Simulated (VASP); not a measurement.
CdS:

```xyz
4
Lattice="4.1689 0.0000 0.0000 -2.0844 3.6104 0.0000 0.0000 0.0000 6.7802" Properties=species:S:1:pos:R:3 pbc="T T T"
Cd    2.0844    1.2035    3.3913
Cd    0.0000    2.4069    0.0013
S     2.0844    1.2035    5.9449
S     0.0000    2.4069    2.5549
```

The cell is a database's computed one.

Base run:

| Property | Result |
| --- | --- |
| Program | VASP 6.6.1 |
| Functional | HSE06 |
| Potentials or basis | VASP PAW PBE potentials, release 64 (Cd, S) |
| Cutoff | 450 eV |
| k mesh | 6 × 6 × 4 |
| Occupations | gaussian, width 0.02 eV |
| Spin | no spin polarisation |

Its results: band gap on the k mesh 2.20 eV, direct; pressure 0.1 GPa.

Task: The run is repeated on the same cell with these changes: functional from HSE06 to r2SCAN; k mesh from 6 × 6 × 4 to 10 × 10 × 6. What comes out?

Result: Band gap on the k mesh 1.61 eV, direct; pressure -0.1 GPa.

Several settings changed at once, so the effect can't be laid on one alone.

Caveats: the PAW data sets were made with another functional, which shifts forces and pressure a little.
